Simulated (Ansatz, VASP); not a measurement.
# ZnRe in VASP and in Ansatz

```
Zn Re
1.0
     2.75904    0.01149   -0.00274
    -1.36957    2.36435   -0.00205
    -0.00448   -0.00647    4.51354
Zn Re
1 1
Cartesian
  0.0033 0.0305 0.2319
  0.0679 1.6698 2.3678
```

The cell comes from a database or a generator and needn't be the stable form of this composition.

Alike in both runs: task single point; functional revPBE; k mesh 8 × 8 × 5; occupations fermi-dirac, width 0.02 eV; no spin polarisation.

|  | VASP | Ansatz |
| --- | --- | --- |
| version | VASP 6.6.1 | Ansatz 0.2.0 |
| potentials or method | VASP PAW PBE potentials, release 64 (Zn, Re) | plane waves, PAW |
| plane-wave cutoff (eV) | 520 | 540 |
| valence electrons in the cell | 19 | 27 |

|  | VASP | Ansatz | Ansatz less VASP |
| --- | --- | --- | --- |
| pressure (GPa) | 2.0 | 2.0 | +0.01 |
| largest component of the traceless stress (GPa) | 1.38 | 1.57 | +0.199 |
| rms of the force components (eV/Å) | 0.664 | 0.659 | -0.0057 |

Atom by atom the forces differ by 0.006 eV/Å (rms over components). The functional is the same, so the differences come from potentials, cutoffs and numerics. The two sets of potentials don't hold the same shells in valence. Ansatz warned: «stress_scf_threshold_loose».

Caveats: the PAW data sets were made with another functional, which shifts forces and pressure a little (VASP). The runs have no spin-orbit coupling, so splittings on Re are missing.
